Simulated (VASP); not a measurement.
Data:

```yaml
crystal:
  lattice:
    - [0.00000, 2.79403, 2.79403]
    - [2.79403, 0.00000, 2.79403]
    - [2.79403, 2.79403, 0.00000]
  atoms:
    - { symbol: Zn, position: [0.00000, 0.00000, 0.00000] }
    - { symbol: Se, position: [0.25000, 0.25000, 0.25000] }
```

Calculation: r2SCAN+rVV10, VASP's PBE PAW potentials (set 64) (plane waves; VASP). Run with 520 eV cut-off, 8×8×8 Γ-centred mesh, Gaussian smearing of 0.050 eV, potentials Zn Se.

### Question
What does the run give for the energy per atom (σ→0), pressure, band gap (on the k-mesh) with the smallest direct gap where there is one?

### Answer

```
Quantity                                       Value
-----------------------------------  ---------------
band gap (on the k-mesh)                     2.01 eV
smallest direct gap (on the k-mesh)          2.01 eV
energy per atom (σ→0)                -12.184 eV/atom
pressure                                    2.30 GPa
```

Only differences to runs with the same potentials and settings are physical.

The compound is ZnSe in the zinc blende structure. This cell is one point of a volume scan, at 0.97 of the reference volume.
